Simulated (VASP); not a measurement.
OSZICAR of a VASP run on AgCl (rock salt):

**OSZICAR**
```
       N       E                     dE             d eps       ncg     rms          rms(c)
DAV:   1     0.110447439220E+03    0.11045E+03   -0.86047E+03   520   0.122E+03
DAV:   2     0.392826330058E+01   -0.10652E+03   -0.98570E+02   635   0.249E+02
DAV:   3    -0.106100263900E+01   -0.49893E+01   -0.49691E+01   580   0.582E+01
DAV:   4    -0.110453920941E+01   -0.43537E-01   -0.43528E-01   600   0.610E+00
DAV:   5    -0.110523210432E+01   -0.69289E-03   -0.69289E-03   600   0.786E-01    0.438E+00
DAV:   6    -0.795620034719E+00    0.30961E+00   -0.54492E-01   561   0.931E+00    0.291E+00
DAV:   7    -0.790634979198E+00    0.49851E-02   -0.13552E-01   525   0.323E+00    0.185E+00
DAV:   8    -0.788843643416E+00    0.17913E-02   -0.91115E-03   540   0.121E+00    0.241E-01
DAV:   9    -0.788682869368E+00    0.16077E-03   -0.10328E-03   570   0.551E-01    0.640E-02
DAV:  10    -0.788755935422E+00   -0.73066E-04   -0.20196E-04   555   0.153E-01    0.403E-02
DAV:  11    -0.788775903609E+00   -0.19968E-04   -0.56621E-05   530   0.958E-02    0.667E-03
DAV:  12    -0.788776048510E+00   -0.14490E-06   -0.51082E-06   565   0.353E-02
   1 F= -.78877605E+00 E0= -.78877605E+00  d E =-.788776E+00
```

Problem. Which electronic solver shows in the log?

Solution. It is blocked Davidson (ALGO = Normal, or the opening steps of other solvers). The INCAR had ALGO = Normal.

Problem. Can the final energy be trusted as converged?

Solution. The run converged. It stopped with EDIFF = 1E-6, NELM = 100, NSW = 60 and EDIFFG = -0.01 after 1 ionic step (vdW-DF2, plane waves, VASP's PBE PAW potentials (set 64)).

The compound is AgCl in the rock salt structure. It was relaxed first, which changed the volume by +12 %. The start is the result of an earlier pass.
